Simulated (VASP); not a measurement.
A cell of ZrB2 (AlB2 type) near equilibrium:

```yaml
crystal:
  lattice:
    - [1.57737, -2.73208, 0.00000]
    - [1.57737, 2.73208, 0.00000]
    - [0.00000, 0.00000, 3.51197]
  atoms:
    - { symbol: Zr, position: [0.00000, 0.00000, 0.00000] }
    - { symbol: B, position: [0.33333, 0.66667, 0.50000] }
    - { symbol: B, position: [0.66667, 0.33333, 0.50000] }
```

Level of theory: PBEsol GGA, VASP's PBE PAW potentials (set 64) (plane waves; VASP).

```tsv
run	ΔE (meV/atom)	σxx	σyy	σzz	largest shear component, with its sign (GPa)	largest force (eV/Å)
as it is	0.0	0.00	0.00	0.06	0.00	0.000
after one change	15.3	-15.96	-1.65	-3.42	0.00	0.006
```
Stress is in GPa, positive when the cell is compressed.

Q: Name the change that produced these shifts.
(A) uniaxial strain of +3.0 % along x with the ions relaxed
(B) uniaxial strain of +3.0 % along y
(C) uniaxial strain of -1.5 % along z
(D) uniaxial strain of +2.0 % along y

A: A, uniaxial strain of +3.0 % along x with the ions relaxed

The compound is ZrB2 in the AlB2 type structure.
